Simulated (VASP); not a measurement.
BeCr3, 4 atoms in the cell. Symmetry: Pm-3m, No. 221, cubic system. The conventional cell has a = 3.511 Å, b = 3.511 Å, c = 3.511 Å, α = 90.00°, β = 90.00°, γ = 90.00°. Cr (site symmetry 4/mmm) is surrounded by 8 Cr at 2.48 Å and 4 Be at 2.48 Å. Around Be (site symmetry m-3m) lie 12 Cr at 2.48 Å. The cell comes from a database or a generator and needn't be the stable form of this composition.

| Item | Value |
| --- | --- |
| Program | VASP 6.6.1 |
| Task | relaxation of cell and atoms |
| Functional | PBEsol |
| Potentials or basis | VASP PAW PBE potentials, release 64 (Cr_pv, Be) |
| Cutoff | 600 eV |
| k mesh | 6 × 6 × 6 |
| Occupations | fermi-dirac, width 0.05 eV |
| Spin | collinear spin, ferromagnetic start |
| Starting moments | [3.0, 3.0, 3.0, 0.0] μB |
| Hubbard terms | Cr d U = 2 eV |
| Further INCAR settings | ALGO = Normal; EDIFF = 1e-06; IBRION = 2; EDIFFG = -0.02; NSW = 40; ISIF = 3 |

Potentials or basis: VASP PAW PBE potentials, release 64 (Cr_pv, Be).

Command:

```sh
$ cat potpaw_PBE.64/Cr_pv/POTCAR potpaw_PBE.64/Be/POTCAR > POTCAR
$ mpirun -np 1 vasp_std > vasp.out
```

Hardware: 1 thread of Intel(R) Xeon(R) 6975P-C (Granite Rapids), with other jobs on the host.

Estimate the wall time of this run.

Run time: 54 s on 1 thread of Intel(R) Xeon(R) 6975P-C (Granite Rapids), with other jobs on the host, peak memory 0.2 GiB. Counts: scf iterations 32, k points 20, ion steps 3.
